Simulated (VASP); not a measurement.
All values below come from LDA (Ceperley-Alder, Perdew-Zunger), VASP's LDA PAW potentials (set 64) (plane waves; VASP).

VASP input:

File POSCAR:
```
WSe2 monolayer
1.0
  3.2554847052   0.0000000000   0.0000000000
 -1.6277423526   2.8193321392   0.0000000000
  0.0000000000   0.0000000000  19.1679106907
W Se
1 2
Cart
  1.6277439803   0.9397764400   9.5839553454
 -0.0000016277   1.8795556992  11.2405995305
 -0.0000016277   1.8795556992   7.9273111602
```

### INCAR
```
# general
SYSTEM  = WSe2 monolayer
PREC    = Normal
ENCUT   = 400
LREAL   = F   # projection in real space or not
LASPH   = T

# electronic loop
EDIFF   = 1E-5
NELM    = 100
NELMIN  = 4
ALGO    = Normal
LMAXMIX = 6   # l cut-off of mixed one-centre charges

# smearing
ISMEAR  = 0
SIGMA   = 0.05   # width (eV)

# ions
IBRION  = 2   # conjugate gradients
NSW     = 50
ISIF    = 4
EDIFFG  = -0.03

# output
LWAVE   = T
LCHARG  = F
```

**KPOINTS**
```
Automatic mesh
0
Gamma
12 12 1
0 0 0
```

POTCAR, in this order: W_sv Se (LDA.64 set). Program: vasp_std.

Output of the run:

**OUTCAR**
```
 ion  position               nearest neighbor table
   1  0.667  0.333  0.500-   2 2.51   3 2.51   2 2.51   3 2.51   2 2.51   3 2.51
   2  0.333  0.667  0.586-   1 2.51   1 2.51   1 2.51
   3  0.333  0.667  0.414-   1 2.51   1 2.51   1 2.51
  LATTYP: Found a hexagonal cell.
 ALAT       =     3.2554847052
 C/A-ratio  =     5.8878822745
 Subroutine PRICEL returns:
 Original cell was already a primitive cell.
 Subroutine GETGRP returns: Found 12 space group operations
The static configuration has the point symmetry D_3h.
The dynamic configuration has the point symmetry D_3h.
 Subroutine INISYM returns: Found 12 space group operations
 Subroutine IBZKPT returns following result:
 Found     19 irreducible k-points:

 Following reciprocal coordinates:
            Coordinates               Weight
  0.000000  0.000000  0.000000      1.000000
  0.083333  0.000000  0.000000      6.000000
  0.166667  0.000000  0.000000      6.000000
  0.250000  0.000000  0.000000      6.000000
  0.333333  0.000000  0.000000      6.000000
  0.416667  0.000000  0.000000      6.000000
  0.500000  0.000000  0.000000      3.000000
  0.083333  0.083333  0.000000      6.000000
  0.166667  0.083333  0.000000     12.000000
  0.250000  0.083333  0.000000     12.000000
  0.333333  0.083333  0.000000     12.000000
  0.416667  0.083333  0.000000     12.000000
  0.166667  0.166667  0.000000      6.000000
  0.250000  0.166667  0.000000     12.000000
  0.333333  0.166667  0.000000     12.000000
  0.416667  0.166667  0.000000      6.000000
  0.250000  0.250000  0.000000      6.000000
  0.333333  0.250000  0.000000     12.000000
  0.333333  0.333333  0.000000      2.000000
   k-points           NKPTS =     19   k-points in BZ     NKDIM =     19   number of bands    NBANDS=     17
   number of dos      NEDOS =    301   number of ions     NIONS =      3
   total plane-waves  NPLWV =  24576
...
```

### OSZICAR
```
       N       E                     dE             d eps       ncg     rms          rms(c)
DAV:   1     0.155670019335E+03    0.15567E+03   -0.12541E+04   798   0.101E+03
DAV:   2    -0.138423090110E+02   -0.16951E+03   -0.16808E+03   889   0.246E+02
DAV:   3    -0.249398477022E+02   -0.11098E+02   -0.11076E+02   901   0.650E+01
DAV:   4    -0.251070715638E+02   -0.16722E+00   -0.16701E+00   867   0.872E+00
DAV:   5    -0.251104655466E+02   -0.33940E-02   -0.33913E-02   867   0.121E+00    0.228E+01
DAV:   6    -0.243372545894E+02    0.77321E+00   -0.47248E+00   752   0.154E+01    0.814E+00
DAV:   7    -0.242122068745E+02    0.12505E+00   -0.20974E+00   762   0.773E+00    0.420E+00
DAV:   8    -0.241227995358E+02    0.89407E-01   -0.43640E-01   746   0.450E+00    0.692E-01
DAV:   9    -0.241215612137E+02    0.12383E-02   -0.22111E-02   829   0.954E-01    0.450E-01
DAV:  10    -0.241210018622E+02    0.55935E-03   -0.36210E-03   742   0.487E-01    0.719E-02
DAV:  11    -0.241212089347E+02   -0.20707E-03   -0.36317E-04   779   0.131E-01    0.527E-02
DAV:  12    -0.241214153022E+02   -0.20637E-03   -0.13894E-04   793   0.549E-02    0.164E-02
DAV:  13    -0.241216906299E+02   -0.27533E-03   -0.89668E-05   694   0.374E-02    0.173E-02
DAV:  14    -0.241219609671E+02   -0.27034E-03   -0.75089E-05   644   0.295E-02    0.648E-03
DAV:  15    -0.241219785050E+02   -0.17538E-04   -0.25340E-06   596   0.708E-03    0.404E-03
DAV:  16    -0.241220221953E+02   -0.43690E-04   -0.12536E-05   577   0.990E-03    0.541E-03
DAV:  17    -0.241220395259E+02   -0.17331E-04   -0.78340E-07   474   0.382E-03    0.110E-03
DAV:  18    -0.241220554634E+02   -0.15937E-04   -0.97210E-07   482   0.278E-03    0.210E-03
DAV:  19    -0.241220636416E+02   -0.81782E-05   -0.28445E-07   382   0.205E-03
   1 F= -.24122064E+02 E0= -.24122064E+02  d E =-.241221E+02
       N       E                     dE             d eps       ncg     rms          rms(c)
DAV:   1    -0.241331209187E+02   -0.11065E-01   -0.36895E-01   646   0.530E+00    0.523E-01
DAV:   2    -0.241262499119E+02    0.68710E-02   -0.45838E-02   780   0.127E+00    0.303E-01
DAV:   3    -0.241244084912E+02    0.18414E-02   -0.90260E-03   709   0.681E-01    0.212E-01
DAV:   4    -0.241236408758E+02    0.76762E-03   -0.23037E-03   849   0.276E-01    0.126E-01
DAV:   5    -0.241235216644E+02    0.11921E-03   -0.38670E-04   835   0.126E-01    0.307E-02
DAV:   6    -0.241235293765E+02   -0.77121E-05   -0.33196E-05   685   0.384E-02
   2 F= -.24123529E+02 E0= -.24123529E+02  d E =-.146573E-02
       N       E                     dE             d eps       ncg     rms          rms(c)
DAV:   1    -0.241251883245E+02   -0.16667E-02   -0.47050E-02   647   0.189E+00    0.187E-01
DAV:   2    -0.241244284345E+02    0.75989E-03   -0.54585E-03   780   0.440E-01    0.107E-01
DAV:   3    -0.241242391861E+02    0.18925E-03   -0.11069E-03   711   0.239E-01    0.758E-02
DAV:   4    -0.241241866796E+02    0.52506E-04   -0.26917E-04   842   0.950E-02    0.443E-02
DAV:   5    -0.241241866117E+02    0.67980E-07   -0.45858E-05   760   0.442E-02
   3 F= -.24124187E+02 E0= -.24124187E+02  d E =-.212297E-02
```

File OUTCAR:
```
------------------------ aborting loop because EDIFF is reached ----------------------------------------
  FORCE on cell =-STRESS in cart. coord.  units (eV):
  Direction    XX          YY          ZZ          XY          YZ          ZX
  --------------------------------------------------------------------------------------
  Total        0.0543636      0.0543636      0.0245041      0.0000000      0.0000000      0.0000000
  in kB        0.4950876      0.4950875      0.2231580      0.0000000      0.0000000      0.0000000
  external PRESSURE =       0.4044444 kB  Pullay stress =       0.0000000 kB
  volume of cell :      175.93
      direct lattice vectors                 reciprocal lattice vectors
     3.249941711  0.000000000  0.000000000     0.307697826  0.177649443  0.000000000
    -1.624970856  2.814531765 -0.000000000     0.000000000  0.355298886  0.000000000
     0.000000000 -0.000000000 19.233350776     0.000000000  0.000000000  0.051993020
 POSITION                                       TOTAL-FORCE (eV/Angst)
 -----------------------------------------------------------------------------------
      1.62497      0.93818      9.61668         0.000000     -0.000000      0.000000
     -0.00000      1.87636     11.28519        -0.000000      0.000000      0.017386
     -0.00000      1.87636      7.94816        -0.000000      0.000000     -0.017386
 -----------------------------------------------------------------------------------
    total drift:                               -0.000733      0.000428      0.000000
  FREE ENERGIE OF THE ION-ELECTRON SYSTEM (eV)
  ---------------------------------------------------
  free  energy   TOTEN  =       -24.1241866117 eV

  energy  without entropy=      -24.1241866117  energy(sigma->0) =      -24.12418661

 reached required accuracy - stopping structural energy minimisation
```
(Selected blocks of OUTCAR.)

File CONTCAR:
```
WSe2 monolayer
   1.00000000000000
     3.2499417111158349    0.0000000000000000    0.0000000000000000
    -1.6249708555579174    2.8145317651407753   -0.0000000000000000
     0.0000000000000000   -0.0000000000000000   19.2333507763011831
  W               Se
     1     2
Direct
     0.6666669999999968    0.3333330000000032    0.5000000000000000
     0.3333330000000032    0.6666669999999968    0.5867511838855902
     0.3333330000000032    0.6666669999999968    0.4132488161144097
```

The cell is a sheet with vacuum, built from WSe2 (2H layered).
